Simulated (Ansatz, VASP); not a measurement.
# Rh (linear Rh chain) in two plane-wave programs

Wanted: the spread between two codes on one cell, functional and k mesh. The structure shown is the end of the Ansatz relaxation below.

Calculated with Ansatz 0.2.0; plane waves, with VASP 6.6.1 beside it; single point at PBE, single point at LDA and single point at RPBE.

**1. The starting structure**

The cell holds 1 atom: 1 Rh. Its edges and angles: a = 7.500 Å, b = 7.500 Å, c = 2.242 Å, α = 90.0°, β = 90.0°, γ = 90.0°. Vacuum lies along a and b. The structure's axis is c.

Structure file:

```cif
data_structure
_symmetry_space_group_name_H-M 'P 1'
_symmetry_Int_Tables_number 1
_cell_length_a 7.5000
_cell_length_b 7.5000
_cell_length_c 2.2417
_cell_angle_alpha 90.000
_cell_angle_beta 90.000
_cell_angle_gamma 90.000
_cell_volume 126.10
loop_
_atom_site_label
_atom_site_type_symbol
_atom_site_fract_x
_atom_site_fract_y
_atom_site_fract_z
_atom_site_occupancy
Rh1 Rh 0.50000 0.50000 0.00000 1
```

**2. Ansatz: relaxation, PBE**

Ansatz runs on its default PAW (the set named soft_2) files.

This run makes the geometry at which the two programs are then compared.

Contents of input.yaml:

```yaml
crystal:
  lattice:
    - [7.5, 0.0, 0.0]
    - [0.0, 7.5, 0.0]
    - [0.0, 0.0, 2.6412]
  atoms:
    - { symbol: Rh, position: [0.5, 0.5, 0.0] }
kpoints:
  mp_grid: { grid: [1, 1, 31] }
scf:
  occupations: { method: fermi_dirac, width: 0.05 }
hamiltonian:
  xc: pbe
relax:
  cell: { fix: [a, b, alpha, beta, gamma] }
  max_steps: 60
```

The run is started by

```sh
$ ansatz run input.yaml --threads 4 --pin off --max-ram 8192MiB --backend cpu --events-out ev --progress --plain --runs-dir out
```

Numbers of over 12 decimals in the logs are rounded to 6 here.

The log of the run:

```text
Engine: ansatz 0.2.0, aarch64-unknown-linux-gnu
Pseudopotentials: kind: paw
Pseudopotential: Rh, paw, valence charge 17, recommended cutoff 420 eV (normal), Rh.paw.azcp
Functional definition: PBE
  parameter kappa = 0.804
  parameter beta = 0.066725
  exchange = pbe_x(kappa = kappa, mu = beta*pi^2/3)
  correlation = pbe_c(beta = beta)
Crystal: 1 atoms, lattice volume = 148.567 Å³
Basis set: ecut = 420 eV, 2929 PW (Γ), exchange–correlation on 108×108×36 points (8 copies of the dense FFT grid, shifted against one another)
Bands: 13, of which v1, the nominal top of the filled ones, is band 9 counted from 1 (8 counted from 0)
Symmetry: 16 space group operations
Space group: P4/mmm (ITA 123), of the structure as read, at distance tolerance 5.3e-5 Å
k-points: 16 of 31
Non-local potential: Rh, projectors of the file, l = 0: 3, l = 1: 2, l = 2: 2, l = 3: 1
PAW form: soft (Blöchl's): semilocal exchange-correlation on the pseudo side does not see the compensation charge
PAW one-centre angular grid: Rh, 590 points (default); XC on 64 Gauss nodes
Initial density: superposition of atomic densities (neutral atoms: chi_scale 0, normalization atom), corrected by the library's trained network
Initial wavefunctions: pseudopotential atomic-orbital guess
Functional: x = pbe(κ = 0.804, μ = 0.219515), c = pbe(β = 0.066725)
SCF iter   1: F=—  HF=-6399.006515 eV  |F-HF|=—  |Δ(HF+E_count)|=         —  Δρ=8.86e-3  dr2=2.82e-2  ethr=1.77e-3  ⟨swp⟩=5.1  Hψ=1106  notcnv=0
preconditioner: auto → LDOS  [metal: Δε(μ)=0.069 eV  Ē_g=5.362 eV  σ=0.050 eV  W_gap=0.32  n_scr=20 (ndim 8)  ℏωp=9.1 eV  f_vac=0.703  D(μ)=4.96/eV (n_scr^D=26)  β→1.0]
SCF iter   2: F=—  HF=-6399.016350 eV  |F-HF|=—  |Δ(HF+E_count)|=   9.84e-3  Δρ=1.22e-2  dr2=6.47e-2  ethr=1.66e-4  ⟨swp⟩=2.4  Hψ=536  notcnv=0
SCF iter   3: F=—  HF=-6399.004118 eV  |F-HF|=—  |Δ(HF+E_count)|=   1.22e-2  Δρ=1.49e-3  dr2=1.13e-3  ethr=1.66e-4  ⟨swp⟩=3.0  Hψ=403  notcnv=0
SCF iter   4: F=—  HF=-6399.003956 eV  |F-HF|=—  |Δ(HF+E_count)|=   1.62e-4  Δρ=3.35e-4  dr2=1.04e-4  ethr=6.65e-6  ⟨swp⟩=2.4  Hψ=301  notcnv=0
SCF iter   5: F=—  HF=-6399.003943 eV  |F-HF|=—  |Δ(HF+E_count)|=   1.34e-5  Δρ=6.68e-5  dr2=2.89e-6  ethr=6.09e-7  ⟨swp⟩=2.3  Hψ=315  notcnv=0
SCF iter   6: F=—  HF=-6399.003943 eV  |F-HF|=—  |Δ(HF+E_count)|=   5.49e-8  Δρ=1.82e-5  dr2=4.82e-7  ethr=1.70e-8  ⟨swp⟩=2.1  Hψ=320  notcnv=0
SCF iter   7: F=-6399.003943 eV  HF=-6399.003943 eV  |F-HF|=1.84e-9  |Δ(HF+E_count)|=   9.22e-9  Δρ=7.55e-6  dr2=5.32e-8  ethr=5.88e-10  ⟨swp⟩=4.0  Hψ=680  notcnv=0
SCF 1 converged in 7 iterations: F = -6399.003943 eV  dr2 = 5.32e-8
  greatest PAW one-centre occupation: 1.000 electrons in one spin orbital (limit 2), on the Rh atom at site 0 (counted from 0), in its partial waves of l = 0
relax step   1: F+E_penalty+E_count = -6399.00394312 eV  Δ(F+E_penalty+E_count) = +0.000e0 eV  max|allowed force component| = 0.000e0 eV/Å  Δτ_max = 0.0000 Å  P = -2.328 GPa  Ω = 148.567 Å³  fix = [a, b, alpha, beta, gamma]  reactions: a -0.134, b -0.134 GPa  (7 SCF iters, dr2 threshold 1.00e-7 eV, accepted)
[...]
relax step   3: F+E_penalty+E_count = -6399.54636552 eV  Δ(F+E_penalty+E_count) = -2.462e-1 eV  max|allowed force component| = 0.000e0 eV/Å  Δτ_max = 0.0000 Å  P = -1.566 GPa  Ω = 134.082 Å³  energy of the carried Pulay correction = +1.677e-3 eV  fix = [a, b, alpha, beta, gamma]  reactions: a -0.149, b -0.149 GPa  (7 SCF iters, dr2 threshold 1.00e-7 eV, accepted)
[...]
relax step   4: F+E_penalty+E_count = -6399.66906377 eV  Δ(F+E_penalty+E_count) = -1.227e-1 eV  max|allowed force component| = 0.000e0 eV/Å  Δτ_max = 0.0000 Å  P = -0.286 GPa  Ω = 126.840 Å³  energy of the carried Pulay correction = +2.531e-3 eV  fix = [a, b, alpha, beta, gamma]  reactions: a -0.154, b -0.154 GPa  (7 SCF iters, dr2 threshold 1.00e-7 eV, accepted)
[...]
relax step   5: F+E_penalty+E_count = -6399.67039682 eV  Δ(F+E_penalty+E_count) = -1.333e-3 eV  max|allowed force component| = 0.000e0 eV/Å  Δτ_max = 0.0000 Å  P = -0.097 GPa  Ω = 126.097 Å³  energy of the carried Pulay correction = +2.619e-3 eV  fix = [a, b, alpha, beta, gamma]  reactions: a -0.155, b -0.155 GPa  (5 SCF iters, dr2 threshold 1.00e-7 eV, accepted)
[...]
relax step   6: F+E_penalty+E_count = -6399.66719799 eV  Δ(F+E_penalty+E_count) = +3.199e-3 eV  max|allowed force component| = 0.000e0 eV/Å  Δτ_max = 0.0000 Å  P = -0.099 GPa  Ω = 126.097 Å³  fix = [a, b, alpha, beta, gamma]  reactions: a -0.153, b -0.153 GPa  stress off target by 9.76e-3 GPa on what of the cell is left free  SCF on the basis re-selected at this cell (its energy is not comparable with the rows above)  (8 SCF iters)
basis re-selected at this cell: Δ(F+E_penalty+E_count) = +3.199e-3 eV, ΔP = -0.001 GPa vs the last step (what re-selecting the basis moved, of the pressure what is left beyond the Pulay correction that the steps carried, after the strain that the cell walked since its last selection, with what the two solves' SCF thresholds leave and, on support functions, any second-order correction that the steps lacked; it is no measure of the basis error at this ecutwfc). The dense FFT grid was sized anew with the basis: this SCF ran on 54×54×15 points, the steps before it on 54×54×18, so part of this shift can come from that change (see relax.cell in the input reference). [rest of the remark cut]
SCF converged after 8 iterations
Free energy (F): -6399.667198 eV
Harris-Foulkes:  -6399.667198 eV  (|F-HF|=4.55e-12)
Internal energy: -6399.631502 eV  (E = F + TS)
E sigma→0 (E₀):  -6399.649350 eV
Entropy (-TS):   -0.035696 eV (-35.696 meV/atom)
Fermi energy:    -2.334897 eV
--- Per-component energies (eV) ---
  E_band       = -485.297687
  E_kinetic    = 573.474575
  E_local      = -5368.775842  (includes V_loc(G=0)·N_el)
  E_nonlocal   = 360.758196
  E_hartree    = 2249.124603
  E_xc         = -218.377005
  E_vxc        = -273.548615  (∫ρ·V_xc dr)
  E_paw        = -3589.651659  (= ΣΔE_a)
  E_vpaw       = -275.456054  (= ΣTr[D̂ρ^β])
  E_aug_tail   = 0.000908  (compensation charges beyond the density's cutoff)
  E_ewald      = -406.185278
  E_smearing   = -0.035696  (= −TS)
  E_closure    = 0.000000  (closes the sum)
  Σ components = -6399.667198   (vs F -6399.667198, Δ=0.00e0)
--- Forces (eV/Å), atoms counted from 1 ---
  atom   1  Rh     0.00000000     0.00000000     0.00000000
  max |Σ_I F_I| component: 7.57e-29 eV/Å
--- Stress (GPa, compression-positive) ---
       -0.152668       0.000000       0.000000
        0.000000      -0.152668       0.000000
        0.000000       0.000000       0.009758
  P = ⅓ Tr σ = -0.0985 GPa (-0.985 kbar)
--- Relaxed structure (5 steps of the walk, 5 accepted, 1 SCFs on fresh bases) ---
  F+E_penalty+E_count = -6399.66719799 eV   max|allowed force component| = 0.000e0 eV/Å   (the final SCF, on the basis selected at the relaxed cell)
  cell:  # Å, volume = 126.0967 Å³
    - [7.5, 0.0, 0.0]
    - [0.0, 7.5, 0.0]
    - [0.0, 0.0, 2.2417185]
  atoms:
    - { symbol: Rh, position: [0.5, 0.5, 0.0] }
```

**3. VASP: single point, PBE**

The same cell, functional, mesh and smearing now go to VASP, with its own data sets.

Lines of VASP's logs that name or quote its potential files are left out, and so is its time.

Contents of INCAR:

```
SYSTEM = Rh
PREC = Accurate
ENCUT = 500
EDIFF = 1E-06
NELM = 120
ISMEAR = -1
SIGMA = 0.05
LREAL = .FALSE.
ALGO = Normal
GGA = PE
NBANDS = 13
LASPH = .TRUE.
LORBIT = 11
LWAVE = .FALSE.
LCHARG = .FALSE.
ISIF = 2
GGA_COMPAT = .FALSE.
```

Contents of POSCAR:

```
Rh
1.0
    7.5000000000      0.0000000000      0.0000000000
    0.0000000000      7.5000000000      0.0000000000
    0.0000000000      0.0000000000      2.2417185000
Rh
1
Direct
    0.5000000000      0.5000000000      0.0000000000
```

Contents of KPOINTS:

```
Automatic mesh
0
Gamma
1 1 31
0 0 0
```

PAW data sets: Rh_pv (PBE family, release 64).

The run is started by

```sh
$ mpirun -np 1 vasp_std
```

The log of the run:

```text
[banner, memory and clock lines left out]
running    1 mpi-ranks, on    1 nodes
 distrk:  each k-point on    1 cores,    1 groups
 distr:  one band on    1 cores,    1 groups

 POSCAR found type information on POSCAR Rh
 POSCAR found :  1 types and       1 ions
 LDA part: xc-table for (Slater+PW92), standard interpolation
 POSCAR, INCAR and KPOINTS ok, starting setup
 FFT: planning ... GRIDC
 FFT: planning ... GRID_SOFT
 FFT: planning ... GRID
 WAVECAR not read
 entering main loop
       N       E                     dE             d eps       ncg     rms          rms(c)
DAV:   1     0.667141209990E+02    0.66714E+02   -0.82375E+03   544   0.834E+02
DAV:   2    -0.151460129069E+01   -0.68229E+02   -0.62133E+02   471   0.199E+02
DAV:   3    -0.417398824164E+01   -0.26594E+01   -0.23447E+01   476   0.350E+01
DAV:   4    -0.420083134168E+01   -0.26843E-01   -0.26809E-01   460   0.389E+00
DAV:   5    -0.420132152114E+01   -0.49018E-03   -0.49017E-03   459   0.516E-01    0.588E+00
DAV:   6    -0.405920424012E+01    0.14212E+00   -0.77872E-02   421   0.272E+00    0.326E+00
DAV:   7    -0.403906909252E+01    0.20135E-01   -0.44444E-02   474   0.172E+00    0.130E+00
DAV:   8    -0.402969226623E+01    0.93768E-02   -0.13867E-02   431   0.116E+00    0.527E-01
DAV:   9    -0.402850317096E+01    0.11891E-02   -0.27548E-03   426   0.425E-01    0.168E-01
DAV:  10    -0.402822496684E+01    0.27820E-03   -0.31437E-04   416   0.148E-01    0.364E-02
DAV:  11    -0.402824683503E+01   -0.21868E-04   -0.11055E-04   416   0.956E-02    0.248E-02
DAV:  12    -0.402828807803E+01   -0.41243E-04   -0.17721E-05   421   0.301E-02    0.182E-02
DAV:  13    -0.402829651315E+01   -0.84351E-05   -0.91583E-06   416   0.249E-02    0.363E-03
DAV:  14    -0.402829740143E+01   -0.88829E-06   -0.72763E-07   328   0.790E-03
   1 F= -.40282974E+01 E0= -.40093232E+01  d E =-.379484E-01
```

OUTCAR, selected parts (step 3):

```text
ion  position               nearest neighbor table
   1  0.500  0.500  0.000-

  LATTYP: Found a simple tetragonal cell.
 ALAT       =     7.5000000000
 C/A-ratio  =     0.2988958000

 Subroutine GETGRP returns: Found 16 space group operations
 (whereof 16 operations were pure point group operations)

The static configuration has the point symmetry D_4h.

 Found     16 irreducible k-points:

   k-points           NKPTS =     16   k-points in BZ     NKDIM =     16   number of bands    NBANDS=     13

   dimension x,y,z NGX =    56 NGY =   56 NGZ =   16
   dimension x,y,z NGXF=   112 NGYF=  112 NGZF=   32

   ENCUT  =  500.0 eV  36.75 Ry    6.06 a.u.  13.67 13.67  4.09*2*pi/ulx,y,z

   NELECT =      15.0000    total number of electrons

 k-points in reciprocal lattice and weights: Automatic mesh
   0.00000000  0.00000000  0.00000000       0.032
   0.00000000  0.00000000  0.03225806       0.065
   0.00000000  0.00000000  0.06451613       0.065
   0.00000000  0.00000000  0.09677419       0.065
   0.00000000  0.00000000  0.12903226       0.065
   0.00000000  0.00000000  0.16129032       0.065
   0.00000000  0.00000000  0.19354839       0.065
   0.00000000  0.00000000  0.22580645       0.065
   0.00000000  0.00000000  0.25806452       0.065
[...]
0.00000000  0.00000000  0.45161290       0.065
   0.00000000  0.00000000  0.48387097       0.065

 average (electrostatic) potential at core
       1 -85.1669

 E-fermi :  -3.4873

 k-point     1 :       0.0000    0.0000    0.0000
  band No.  band energies     occupation
    ...
      3     -48.9229      2.00000
      4      -9.3308      2.00000
      5      -4.8277      2.00000
      6      -4.8212      2.00000
      7      -4.4763      2.00000
      8      -2.0928      0.00000
      9      -2.0928      0.00000
     10      -0.2613      0.00000
     11      -0.2613      0.00000
     12       1.5118      0.00000
    ...

 k-point     2 :       0.0000    0.0000    0.0323
  band No.  band energies     occupation
    ...
      3     -48.9204      2.00000
      4      -9.2569      2.00000
      5      -4.8156      2.00000
      6      -4.8091      2.00000
      7      -4.4496      2.00000
      8      -2.2309      0.00000
      9      -2.2309      0.00000
     10      -0.1520      0.00000
     11      -0.1520      0.00000
     12       1.5420      0.00000
    ...

 k-point     3 :       0.0000    0.0000    0.0645
  band No.  band energies     occupation
    ...
      3     -48.9128      2.00000
      4      -9.0372      2.00000
      5      -4.7796      2.00000
      6      -4.7734      2.00000
      7      -4.3694      2.00000
      8      -2.5770      0.00000
      9      -2.5770      0.00000
     10       0.1136      0.00000
     11       0.1136      0.00000
     12       1.6327      0.00000
    ...

  Total       -0.1323732     -0.1323732      0.1875162     -0.0000000      0.0000000      0.0000000
  in kB       -1.6819266     -1.6819266      2.3825708     -0.0000000      0.0000000      0.0000000
  external PRESSURE =      -0.3270941 kB  Pullay stress =       0.0000000 kB

  energy-cutoff  :      500.00
  volume of cell :      126.10
      direct lattice vectors                 reciprocal lattice vectors
     7.500000000  0.000000000  0.000000000     0.133333333  0.000000000  0.000000000
     0.000000000  7.500000000  0.000000000     0.000000000  0.133333333  0.000000000
     0.000000000  0.000000000  2.241718500     0.000000000  0.000000000  0.446086340

 POSITION                                       TOTAL-FORCE (eV/Angst)
 -----------------------------------------------------------------------------------
      3.75000      3.75000      0.00000         0.000000      0.000000      0.000000
 -----------------------------------------------------------------------------------
    total drift:                                0.000000      0.000000      0.000000

  FREE ENERGIE OF THE ION-ELECTRON SYSTEM (eV)
  ---------------------------------------------------
  free  energy   TOTEN  =        -4.0282974014 eV

  energy  without entropy=       -3.9903489988  energy(sigma->0) =       -4.00932320

 total charge
# of ion       s       p       d       tot
------------------------------------------
    1        0.360   6.098   7.320  13.778

[... 3 further parts left out ...]
```

**4. Differences**

Known differences besides the potentials themselves: the data sets hold 17 valence electrons in Ansatz (on its default PAW (the set named soft_2) files) and 15 in VASP; the cutoff is 420 eV in Ansatz and 500 eV in VASP; Ansatz's pressure holds a Pulay correction, VASP's none. Total energies have different zeros and are not compared.

Both answers:

| quantity | Ansatz | VASP | difference |
| --- | --- | --- | --- |
| pressure (GPa) | -0.10 | -0.03 | -0.07 |

**5. Ansatz: relaxation, LDA**

This run makes the geometry at which the two programs are then compared. The cell compared in this pair holds 123.17 Å³, against 126.10 Å³ for the pair before.

The structure compared here is the end of the Ansatz relaxation.

input.yaml, the sections that differ from step 2:

```yaml
crystal:
  lattice:
    - [7.5, 0.0, 0.0]
    - [0.0, 7.5, 0.0]
    - [0.0, 0.0, 2.6412]
  atoms:
    - { symbol: Rh, position: [0.5, 0.5, 0.0], spin: 1.0 }
magnetization:
  spin_polarized: true
hamiltonian:
  xc: lda
# kpoints, scf, relax: as in step 2
```

The run is started by

```sh
$ ansatz run input.yaml --threads 4 --pin off --max-ram 8192MiB --backend cpu --events-out ev --progress --plain --runs-dir out
```

The log of the run:

```text
[...]
Crystal: 1 atoms, lattice volume = 148.567 Å³
Basis set: ecut = 420 eV, 2929 PW (Γ)
Bands: 13, of which v1, the nominal top of the filled ones, is band 9 counted from 1 (8 counted from 0)
Symmetry: 16 space group operations
[...]
k-points: 16 of 31
[...]
Starting moments: Σ|m| = 1 μB on 1 of 1 site
[...]
-0.150611       0.000000       0.000000
        0.000000      -0.150611       0.000000
        0.000000       0.000000       0.000073
  P = ⅓ Tr σ = -0.1004 GPa (-1.004 kbar)
--- Relaxed structure (6 steps of the walk, 6 accepted, 1 SCFs on fresh bases) ---
[...]
cell:  # Å, volume = 123.1690 Å³
    - [7.5, 0.0, 0.0]
    - [0.0, 7.5, 0.0]
    - [0.0, 0.0, 2.189671]
  atoms:
    - { symbol: Rh, position: [0.5, 0.5, 0.0] }
[key lines of the parts left out:]
SCF converged after 9 iterations
Magnetization: 0.3045 μB (8.6522 up, 8.3478 down)
Free energy (F): -6274.674691 eV
Fermi energy:    -2.601030 eV
```

**6. VASP: single point, LDA**

The same cell, functional (in two slightly different forms), mesh and smearing now go to VASP, with its own data sets.

INCAR: that of step 3 with these lines changed.

```diff
@@ -4,3 +4,3 @@
 EDIFF = 1E-06
-NELM = 120
+NELM = 200
 ISMEAR = -1
@@ -9,5 +9,8 @@
 ALGO = Normal
-GGA = PE
-NBANDS = 13
+GGA = PW92
+NBANDS = 15
+ISPIN = 2
+MAGMOM = 0.23
 LASPH = .TRUE.
+LMAXMIX = 4
 LORBIT = 11
```

POSCAR: that of step 3 with these lines changed.

```diff
@@ -4,3 +4,3 @@
     0.0000000000      7.5000000000      0.0000000000
-    0.0000000000      0.0000000000      2.2417185000
+    0.0000000000      0.0000000000      2.1896711128
 Rh
```

KPOINTS is that of step 3.

PAW data sets: Rh_pv (LDA family, release 64).

The run is started by

```sh
$ mpirun -np 1 vasp_std
```

The log of the run:

```text
[banner, memory and clock lines left out]
running    1 mpi-ranks, on    1 nodes
[...]
|                                                                             |
|               ----> ADVICE to this user running VASP <----                  |
|                                                                             |
|     You enforced a specific xc type in the INCAR file but a different       |
|     [... a line on the potential file left out ...]
|     I HOPE YOU KNOW WHAT YOU ARE DOING!                                     |
|                                                                             |

 LDA part: xc-table for (Slater(with rela. corr.)+PW92), standard interpolation
 POSCAR, INCAR and KPOINTS ok, starting setup
[...]
entering main loop
       N       E                     dE             d eps       ncg     rms          rms(c)
DAV:   1     0.689827018969E+02    0.68983E+02   -0.83041E+03  1224   0.730E+02
DAV:   2    -0.325244367576E+01   -0.72235E+02   -0.66832E+02  1142   0.185E+02
DAV:   3    -0.487454470589E+01   -0.16221E+01   -0.16034E+01  1086   0.291E+01
DAV:   4    -0.488755387958E+01   -0.13009E-01   -0.13006E-01  1311   0.287E+00
[...]
DAV:  17    -0.470677226822E+01   -0.14126E-04   -0.20483E-06   878   0.695E-03    0.374E-03
DAV:  18    -0.470677806705E+01   -0.57988E-05   -0.13222E-06   798   0.347E-03    0.919E-04
DAV:  19    -0.470677852697E+01   -0.45992E-06   -0.83551E-08   746   0.144E-03
   1 F= -.47067785E+01 E0= -.46941275E+01  d E =-.253020E-01  mag=     0.3585
```

(Continued in part 2 of 2.)

[Lines on the potential files, build, host, timing and source positions are cut from VASP's logs without a mark.]

[Logs are printed without paths, hosts, clocks, repeated set-up lines and the standing remarks that a program may print on its own settings, such as how far it seeks lower states.]

[Hosts, paths, dates, database ids (printed as entryN), source tags and the programs' standing remarks are cut or masked in the printed files.]
